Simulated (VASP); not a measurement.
Given:

```
SrTiO3
1.0
    3.86220     0.00000     0.00000
    0.00000     3.86220     0.00000
    0.00000     0.00000     3.86220
Sr Ti O
1 1 3
Direct
  0.00000   0.00000   0.00000
  0.50000   0.50000   0.50000
  0.50000   0.00000   0.50000
  0.00000   0.50000   0.50000
  0.50000   0.50000   0.00000
```

These are LDA (Ceperley-Alder, Perdew-Zunger), VASP's LDA PAW potentials (set 64) (plane waves; VASP) values and carry that method's errors. Run with 520 eV cut-off, 7×7×7 Γ-centred mesh, tetrahedra with Blöchl corrections, potentials Sr_sv Ti_sv O.

The cores are frozen, which limits the accuracy of field gradients.

### Question
Give the principal components of the electric field gradient (V/Å²) and the asymmetry η at each nucleus.

### Answer

| atom | Vxx | Vyy | Vzz | η |
|---|---|---|---|---|
| Sr1 | 0.0 | 0.0 | 0.0 | - |
| Ti2 | 0.0 | 0.0 | 0.0 | - |
| O3 | -2.0 | -2.0 | 4.1 | 0.00 |
| O4 | -2.0 | -2.0 | 4.1 | 0.00 |
| O5 | -2.0 | -2.0 | 4.1 | 0.00 |

The compound is SrTiO3 in the cubic perovskite structure, the ideal cubic form; the compound distorts at low or room temperature. It was relaxed first.
